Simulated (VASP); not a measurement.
```
MnO2
1.0
    4.40000     0.00000     0.00000
    0.00000     4.40000     0.00000
    0.00000     0.00000     2.87000
Mn O
2 4
Direct
  0.00000   0.00000   0.00000
  0.50000   0.50000   0.50000
  0.30500   0.30500   0.00000
  0.80500   0.19500   0.50000
  0.19500   0.80500   0.50000
  0.69500   0.69500   0.00000
```
Starting moments (μB, in the order of the record's atoms Mn Mn O O O O): 3.0 -3.0 0.0 0.0 0.0 0.0.

Computed with LDA (Ceperley-Alder, Perdew-Zunger), VASP's LDA PAW potentials (set 64) (plane waves; VASP 6.6.1). Settings: 400 eV cut-off, 3×3×5 Γ-centred mesh, Fermi-Dirac smearing of 0.010 eV, potentials Mn_pv O.

At this cut-off the stress carries a Pulay error, which pulls relaxed volumes low.

Question: Give the force on each atom (eV/Å).

Answer: 
```tsv
atom	Fx	Fy	Fz
Mn1	0.000	0.000	0.000
Mn2	0.000	0.000	0.000
O3	-0.039	-0.039	0.000
O4	-0.039	0.039	0.000
O5	0.039	-0.039	0.000
O6	0.039	0.039	0.000
```

Question: Give the stress tensor in GPa (positive for a compressed cell).

Answer: 
```
-20.52    0.00    0.00
  0.00  -20.52    0.00
  0.00    0.00  -25.58
```
The pressure is its mean diagonal, -22.21 GPa.

The structure is a typed MnO2 crystal. The cell was not relaxed at this level. The k-mesh is coarse (spacing up to 0.48 per Å, 2π included), so the numbers may not be converged in it.
